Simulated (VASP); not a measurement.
The system is CsLi2.

```
Cs Li
1.0
     0.00000    4.46218    4.46218
     4.46218    0.00000    4.46218
     4.46218    4.46218    0.00000
Cs Li
1 2
Direct
  0.00000 0.00000 0.00000
  0.75000 0.75000 0.75000
  0.25000 0.25000 0.25000
```

The cell was built by a generator and needn't be a form met in nature.

The cell isn't the ideal one: random cell by space group and Wyckoff sites (Fm-3m, No. 225).

| Item | Value |
| --- | --- |
| Program | VASP 6.6.1 |
| Task | relaxation of cell and atoms |
| Functional | PBE |
| Potentials or basis | VASP PAW PBE potentials, release 64 (Cs_sv, Li_sv) |
| Cutoff | 600 eV |
| k mesh | 10 × 10 × 10 |
| Occupations | gaussian, width 0.1 eV |
| Spin | no spin polarisation |

At the start: pressure 0.3 GPa; volume 59.23 Å³/atom.

Where does the relaxation end?

Over 5 steps the energy falls by 3.7 meV/atom and the volume is 64.20 Å³/atom (+8.4 %); space group Fm-3m (No. 225, to 0.05 Å).

Step by step:
| step | energy change (eV) | largest force (eV/Å) | pressure (GPa) | volume (Å³) |
| --- | --- | --- | --- | --- |
| 1 | 0.0000 | 0.0000 | 0.26 | 177.69 |
| 2 | -0.0035 | 0.0000 | 0.20 | 180.21 |
| 3 | -0.0100 | 0.0000 | 0.07 | 187.92 |
| 4 | -0.0054 | 0.0000 | -0.15 | 203.97 |
| 5 | -0.0110 | 0.0000 | 0.00 | 192.60 |

Final structure:
```
CELL_PARAMETERS angstrom
0.00000 4.58359 4.58359
4.58359 0.00000 4.58359
4.58359 4.58359 0.00000
ATOMIC_POSITIONS crystal
Cs 0.00000 0.00000 0.00000
Li 0.75000 0.75000 0.75000
Li 0.25000 0.25000 0.25000
```

Caveat: the cutoff is under 1.25 times the usual one of these potentials, so pressure, stress and relaxed cells hold a basis-set (Pulay) error.
